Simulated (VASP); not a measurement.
Input:

```
CELL_PARAMETERS angstrom
      3.80598     0.00000     0.00000
     -1.90299     3.29608     0.00000
      0.00000     0.00000     6.70983
ATOMIC_POSITIONS crystal
  Zr 0.00000 0.00000 0.00000
  Se 0.66667 0.33333 0.76460
  Se 0.33333 0.66667 0.23540
```

Level of theory: PBE GGA, VASP's PBE PAW potentials (set 64) (plane waves; VASP 6.6.1). Run with 400 eV cut-off, 6×6×3 Γ-centred mesh, Gaussian smearing of 0.050 eV, potentials Zr_sv Se.

Without a dispersion term in the relaxation, distances and binding between the weakly bound layers, chains or molecules are unreliable, and so is what depends on them.

Q: What does the run give for the energy per atom (σ→0)?

A: 
```
Item                           Result
---------------------  --------------
energy per atom (σ→0)  -6.528 eV/atom
```

The absolute energy has meaning only against runs of the same code, potentials and settings.

The structure comes from a computed database's ZrSe2 entry (P-3m1); how it stands against other phases isn't given here. It was relaxed first. The start is the result of an earlier pass.
